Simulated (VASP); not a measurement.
Given:

```yaml
crystal:
  lattice:
    - [-2.13808, 2.13808, 2.13808]
    - [2.13808, -2.13808, 2.13808]
    - [2.13808, 2.13808, -2.13808]
  atoms:
    - { symbol: Na, position: [0.00000, 0.00000, 0.00000] }
```

Method: RPBE GGA, VASP's PBE PAW potentials (set 64) (plane waves; VASP). Settings: 520 eV cut-off, Gaussian smearing of 0.050 eV, potentials Na_pv.

**Question.** Give the energies of bands 4 to 6 at the high-symmetry points, in eV from the Fermi level.

**Answer.** 
```csv
band,Γ,H,N,P
4,-3.20,4.34,0.69,2.59
5,11.38,4.34,1.15,2.59
6,11.38,4.70,7.93,2.59
```

It has no gap at this level: it comes out as a metal or semimetal.

The compound is Na in the bcc structure. It was relaxed first.
